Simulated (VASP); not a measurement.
All values below come from PBEsol GGA, VASP's PBE PAW potentials (set 64) (plane waves; VASP).

VASP ran on this input.

### INCAR
```
SYSTEM = Pb
PREC = Accurate
ENCUT = 400
EDIFF = 1E-8
NELM = 100
ALGO = Normal
LREAL = .FALSE.
LASPH = .TRUE.
ISMEAR = 1
SIGMA = 0.1
GGA = PS
LMAXMIX = 4
LWAVE = .FALSE.
LCHARG = .FALSE.
IBRION = 1
ISIF = 2
NSW = 30
EDIFFG = -0.001
```

### KPOINTS
```
Automatic mesh
0
gamma
  12 12 12
```

**POSCAR**
```
Pb
1
    0.0000000000     2.4642490688     2.4642490688
    2.4642490688    -0.0000000000     2.4642490688
    2.4642490688     2.4642490688    -0.0000000000
Pb
1
Direct
  0.0000000000   0.0000000000   0.0000000000
```

POTCAR, in this order: Pb_d (PBE.64 set). Program: vasp_std.

What VASP printed:

File OUTCAR:
```
 ion  position               nearest neighbor table
   1  0.000  0.000  0.000-
  LATTYP: Found a face centered cubic cell.
 ALAT       =     4.9284981376
 Subroutine PRICEL returns:
 Original cell was already a primitive cell.
 Subroutine GETGRP returns: Found 48 space group operations
The static configuration has the point symmetry O_h .
The dynamic configuration has the point symmetry O_h .
 Subroutine INISYM returns: Found 48 space group operations
 Subroutine IBZKPT returns following result:
 Found     72 irreducible k-points:

 Following reciprocal coordinates:
            Coordinates               Weight
  0.000000  0.000000  0.000000      1.000000
  0.083333  0.000000  0.000000      8.000000
  0.166667  0.000000  0.000000      8.000000
  0.250000  0.000000  0.000000      8.000000
  0.333333  0.000000  0.000000      8.000000
  0.416667  0.000000  0.000000      8.000000
  0.500000  0.000000  0.000000      4.000000
  0.083333  0.083333  0.000000      6.000000
  0.166667  0.083333  0.000000     24.000000
  0.250000  0.083333  0.000000     24.000000
...
```

File OSZICAR:
```
       N       E                     dE             d eps       ncg     rms          rms(c)
DAV:   1     0.919274978343E+02    0.91927E+02   -0.63422E+03  1623   0.125E+03
DAV:   2     0.957104556819E-01   -0.91832E+02   -0.89989E+02  1638   0.303E+02
DAV:   3    -0.390497913402E+01   -0.40007E+01   -0.39447E+01  1901   0.744E+01
DAV:   4    -0.399630653979E+01   -0.91327E-01   -0.91304E-01  1904   0.122E+01
DAV:   5    -0.400006886201E+01   -0.37623E-02   -0.37622E-02  2034   0.217E+00    0.588E-01
DAV:   6    -0.398652469171E+01    0.13544E-01   -0.20483E-02  1893   0.280E+00    0.275E-01
DAV:   7    -0.398318448022E+01    0.33402E-02   -0.81896E-03  1893   0.164E+00    0.883E-02
DAV:   8    -0.398296246041E+01    0.22202E-03   -0.34752E-04  2216   0.381E-01    0.935E-03
DAV:   9    -0.398296026549E+01    0.21949E-05   -0.75685E-06  1971   0.549E-02    0.429E-03
DAV:  10    -0.398295995623E+01    0.30926E-06   -0.46512E-07  1754   0.718E-03    0.117E-04
DAV:  11    -0.398295994001E+01    0.16219E-07   -0.89077E-09  1208   0.138E-03    0.664E-05
DAV:  12    -0.398295994210E+01   -0.20873E-08   -0.17390E-09   948   0.604E-04
   1 F= -.39829599E+01 E0= -.39825881E+01  d E =-.398296E+01
```

File OUTCAR:
```
------------------------ aborting loop because EDIFF is reached ----------------------------------------
  FORCE on cell =-STRESS in cart. coord.  units (eV):
  Direction    XX          YY          ZZ          XY          YZ          ZX
  --------------------------------------------------------------------------------------
  Total        0.0727418      0.0727418      0.0727418     -0.0000000      0.0000000     -0.0000000
  in kB        3.8941341      3.8941341      3.8941341     -0.0000000      0.0000000     -0.0000000
  external PRESSURE =       3.8941341 kB  Pullay stress =       0.0000000 kB
  volume of cell :       29.93
      direct lattice vectors                 reciprocal lattice vectors
     0.000000000  2.464249069  2.464249069    -0.202901568  0.202901568  0.202901568
     2.464249069  0.000000000  2.464249069     0.202901568 -0.202901568  0.202901568
     2.464249069  2.464249069  0.000000000     0.202901568  0.202901568 -0.202901568
 POSITION                                       TOTAL-FORCE (eV/Angst)
 -----------------------------------------------------------------------------------
      0.00000      0.00000      0.00000         0.000000      0.000000      0.000000
 -----------------------------------------------------------------------------------
    total drift:                               -0.000000      0.000000     -0.000000
  FREE ENERGIE OF THE ION-ELECTRON SYSTEM (eV)
  ---------------------------------------------------
  free  energy   TOTEN  =        -3.9829599421 eV

  energy  without entropy=       -3.9818445628  energy(sigma->0) =       -3.98258815

 reached required accuracy - stopping structural energy minimisation
```
(Selected blocks of OUTCAR.)

The compound is Pb in the fcc structure. It was relaxed first. The start is the result of an earlier pass.
